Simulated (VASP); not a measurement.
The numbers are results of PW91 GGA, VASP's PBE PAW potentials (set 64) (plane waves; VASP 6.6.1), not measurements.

The input files of a VASP run:

File KPOINTS:
```
kpoints
0
Gamma
11 11 11
```

**POSCAR**
```
NiSi2
1.0
  0.0000000000   2.7309760856   2.7309760856
  2.7309760856   0.0000000000   2.7309760856
  2.7309760856   2.7309760856   0.0000000000
Si Ni
2 1
Cart
  1.3654880428   1.3654880428   1.3654880428
  4.0964641284   4.0964641284   4.0964641284
  0.0000000000   0.0000000000   0.0000000000
```

INCAR:
```
SYSTEM=NiSi2
PREC=Accurate; ENCUT=520; LREAL=.FALSE.
LASPH=.TRUE.
EDIFF=1E-7; NELM=100; ALGO=Normal
LMAXMIX=4
ISMEAR=-5
GGA=91
ISIF=2
LWAVE=.FALSE.; LCHARG=.TRUE.; LORBIT=11
NEDOS=601
LEFG=.TRUE.
```

POTCAR, in this order: Si Ni (PBE.64 set). Program: vasp_std.

Q: What will the output report for the number of irreducible k-points (NKPTS), largest plane-wave count, number of space-group operations, FFT grid (NGX, NGY, NGZ)?

A: 
```
Item                                          Result
--------------------------------------  ------------
number of irreducible k-points (NKPTS)            56
largest plane-wave count                        1113
number of space-group operations                  48
FFT grid (NGX, NGY, NGZ)                30 × 30 × 30
```

The compound is NiSi2 in the fluorite structure. It was relaxed first. The run is not spin-polarised, so no magnetic state was tried.
